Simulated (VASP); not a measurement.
A VASP calculation is set up with these files.

POSCAR:
```
MgB2
1.0
  1.5166163968  -2.6268561618   0.0000000000
  1.5166163968   2.6268561618   0.0000000000
  0.0000000000   0.0000000000   3.4591254247
Mg B
1 2
Direct
  1.0000000000   0.0000000000   0.0000000000
  0.3333330000   0.6666670000   0.5000000000
  0.6666670000   0.3333330000   0.5000000000
```

### KPOINTS
```
kpoints
0
gamma
  12 12 9
```

INCAR:
```
! general
SYSTEM  = MgB2
PREC    = Accurate
ENCUT   = 620
LREAL   = F
LASPH   = T

! electronic loop
EDIFF   = 1E-6
NELM    = 100
ALGO    = Normal

! smearing
ISMEAR  = 1
SIGMA   = 0.1

! functional
GGA     = PS

! ions
IBRION  = 2
NSW     = 40
ISIF    = 3
EDIFFG  = -0.02
PSTRESS = 50

! output
LWAVE   = F
LCHARG  = F
```

POTCAR, in this order: Mg B (PBE.64 set). Program: vasp_std.

Problem. Write an equivalent input for Quantum ESPRESSO's pw.x.

Solution. One equivalent input (not run):
```
&CONTROL
  calculation = 'vc-relax'
  pseudo_dir = './pseudo'
  outdir = './out'
  tprnfor = .true.
  tstress = .true.
  nstep = 40
  forc_conv_thr = 0.00078
/
&SYSTEM
  ibrav = 0
  nat = 3
  ntyp = 2
  ecutwfc = 84
  occupations = 'smearing'
  smearing = 'methfessel-paxton'
  degauss = 0.00735
  input_dft = 'pbesol'
/
&ELECTRONS
  conv_thr = 7.3e-08
  electron_maxstep = 100
/
&IONS
/
&CELL
  press = 50
/
ATOMIC_SPECIES
  Mg 24.305 Mg.upf
  B 10.810 B.upf
CELL_PARAMETERS angstrom
     1.5166164   -2.6268562    0.0000000
     1.5166164    2.6268562   -0.0000000
    -0.0000000   -0.0000000    3.4591254
ATOMIC_POSITIONS crystal
  Mg   1.0000000  0.0000000  0.0000000
  B    0.3333330  0.6666670  0.5000000
  B    0.6666670  0.3333330  0.5000000
K_POINTS automatic
  12 12 9 0 0 0
```
What does not carry over: the potentials are each code's own (VASP's PAW set, PseudoDojo norm-conserving files in pw.x), so ENCUT and ecutwfc are chosen apart and not converted; conv_thr bounds pw.x's estimated SCF error, while EDIFF bounds the energy change between steps; forc_conv_thr acts on force components and is met together with etot_conv_thr.

The compound is MgB2 in the AlB2 type structure. This run relaxes it under an external pressure of 5 GPa. Symmetry was kept, so distortions that lower it aren't found.
